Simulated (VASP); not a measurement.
Level of theory: r2SCAN+rVV10, VASP's PBE PAW potentials (set 64) (plane waves; VASP 6.6.1).

A VASP calculation is set up with these files.

KPOINTS:
```
Automatic
0
G
  9 9 9
```

POSCAR:
```
SrO
1
    0.0000000000     2.6016548791     2.6016548791
    2.6016548791     0.0000000000     2.6016548791
    2.6016548791     2.6016548791     0.0000000000
Sr O
1 1
Direct
  0.0000000000   0.0000000000   0.0000000000
  0.5000000000   0.5000000000   0.5000000000
```

**INCAR**
```
ALGO = Normal
BPARAM = 11.95
CPARAM = 0.0093
EDIFF = 1E-7
ENCUT = 520
ISIF = 2
ISMEAR = 0
LASPH = .TRUE.
LCHARG = .FALSE.
LMAXMIX = 4
LMIXTAU = .TRUE.
LREAL = .FALSE.
LUSE_VDW = .TRUE.
LWAVE = .FALSE.
METAGGA = R2SCAN
NELM = 100
PREC = Accurate
SIGMA = 0.05
SYSTEM = SrO
```

POTCAR, in this order: Sr_sv O (PBE.64 set). Program: vasp_std.

Output

File OSZICAR:
```
       N       E                     dE             d eps       ncg     rms          rms(c)
DAV:   1     0.591719152234E+02    0.59172E+02   -0.89589E+03   840   0.134E+03
DAV:   2    -0.302737685086E+02   -0.89446E+02   -0.81727E+02  1124   0.257E+02
DAV:   3    -0.341545245066E+02   -0.38808E+01   -0.38430E+01  1148   0.523E+01
DAV:   4    -0.342814519324E+02   -0.12693E+00   -0.12680E+00  1132   0.810E+00
DAV:   5    -0.342838396248E+02   -0.23877E-02   -0.23875E-02  1124   0.959E-01    0.154E+01
DAV:   6    -0.264700189587E+02    0.78138E+01   -0.65934E+00  1020   0.208E+01    0.142E+01
DAV:   7    -0.264183188825E+02    0.51700E-01   -0.44043E-01  1060   0.731E+00    0.831E+00
DAV:   8    -0.276000850966E+02   -0.11818E+01   -0.48083E-01   860   0.934E+00    0.126E+00
DAV:   9    -0.263288929968E+02    0.12712E+01   -0.33647E-01   860   0.797E+00    0.358E-01
DAV:  10    -0.266510648014E+02   -0.32217E+00   -0.15518E-01   868   0.472E+00    0.242E-01
DAV:  11    -0.266479983946E+02    0.30664E-02   -0.37402E-03  1196   0.833E-01    0.156E-01
DAV:  12    -0.266456473863E+02    0.23510E-02   -0.17438E-03  1052   0.515E-01    0.145E-01
DAV:  13    -0.266479053501E+02   -0.22580E-02   -0.13654E-03   868   0.529E-01    0.752E-02
DAV:  14    -0.266483356963E+02   -0.43035E-03   -0.80330E-04   912   0.346E-01    0.152E-01
DAV:  15    -0.266494533602E+02   -0.11177E-02   -0.13241E-03   856   0.503E-01    0.618E-02
DAV:  16    -0.266497597406E+02   -0.30638E-03   -0.15842E-04   860   0.177E-01    0.272E-02
DAV:  17    -0.266497574829E+02    0.22576E-05   -0.69501E-06  1356   0.217E-02    0.261E-02
DAV:  18    -0.266497655348E+02   -0.80519E-05   -0.38068E-06   864   0.212E-02    0.285E-02
DAV:  19    -0.266497633140E+02    0.22208E-05   -0.11665E-05   864   0.476E-02    0.106E-02
DAV:  20    -0.266497634547E+02   -0.14065E-06   -0.11417E-05   968   0.316E-02    0.401E-03
DAV:  21    -0.266497636991E+02   -0.24448E-06   -0.84501E-07  1000   0.997E-03    0.329E-03
DAV:  22    -0.266497633359E+02    0.36323E-06   -0.21543E-08   500   0.175E-03    0.297E-03
DAV:  23    -0.266497636018E+02   -0.26583E-06   -0.29496E-08   456   0.199E-03    0.269E-03
DAV:  24    -0.266497630039E+02    0.59786E-06   -0.17400E-08   452   0.164E-03    0.259E-03
DAV:  25    -0.266497631249E+02   -0.12099E-06   -0.51416E-09   452   0.861E-04    0.227E-03
DAV:  26    -0.266497630324E+02    0.92500E-07   -0.78890E-09   452   0.933E-04
   1 F= -.26649763E+02 E0= -.26649763E+02  d E =-.226619E-22
```

### OUTCAR
```
------------------------ aborting loop because EDIFF is reached ----------------------------------------
  FORCE on cell =-STRESS in cart. coord.  units (eV):
  Direction    XX          YY          ZZ          XY          YZ          ZX
  --------------------------------------------------------------------------------------
  Total       -0.5891184     -0.5891184     -0.5891184     -0.0000000     -0.0000000      0.0000000
  in kB      -26.7999594    -26.7999594    -26.7999594     -0.0000000     -0.0000000      0.0000000
  external PRESSURE =     -26.7999594 kB  Pullay stress =       0.0000000 kB
  volume of cell :       35.22
      direct lattice vectors                 reciprocal lattice vectors
     0.000000000  2.601654879  2.601654879    -0.192185368  0.192185368  0.192185368
     2.601654879  0.000000000  2.601654879     0.192185368 -0.192185368  0.192185368
     2.601654879  2.601654879  0.000000000     0.192185368  0.192185368 -0.192185368
  FREE ENERGIE OF THE ION-ELECTRON SYSTEM (eV)
  ---------------------------------------------------
  free  energy   TOTEN  =       -26.6497630324 eV

  energy  without entropy=      -26.6497630324  energy(sigma->0) =      -26.64976303
```
(Selected blocks of OUTCAR.)

The compound is SrO in the rock salt structure. This cell is one point of a volume scan, at 1.03 of the reference volume.
